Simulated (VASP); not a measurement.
Input:

```xyz
2
Lattice="2.9426 0.0000 0.0000 0.0000 3.0217 0.0000 0.0000 0.0000 2.8631" Properties=species:S:1:pos:R:3 pbc="T T T"
Zn     1.4713     1.5108     1.4315
Cu     0.0830     0.0000     0.0000
```

Computed with PBE GGA, VASP's PBE PAW potentials (set 64) (plane waves; VASP 6.6.1). Settings: 400 eV cut-off, 10×10×10 Monkhorst-Pack mesh, first-order Methfessel-Paxton smearing of 0.10 eV, potentials Zn Cu.

### Question
Which forces act on the atoms, in eV/Å?

### Answer

```tsv
atom	Fx	Fy	Fz
Zn1	0.404	0.000	0.000
Cu2	-0.404	0.000	0.000
```

### Question
Give the stress tensor in GPa (positive for a compressed cell).

### Answer

```
2.97  0.00  0.00
0.00  3.46  0.00
0.00  0.00  2.45
```
The pressure is its mean diagonal, 2.96 GPa.

The compound is CuZn in the CsCl type structure. The cell was not relaxed at this level, atoms are displaced from their ideal sites. The run is one of a series of settings (KPOINTS 10×10×10 Monkhorst-Pack mesh against the base run), some of them coarse on purpose. The electron count is odd and the run is not spin-polarised, which forces a metal.
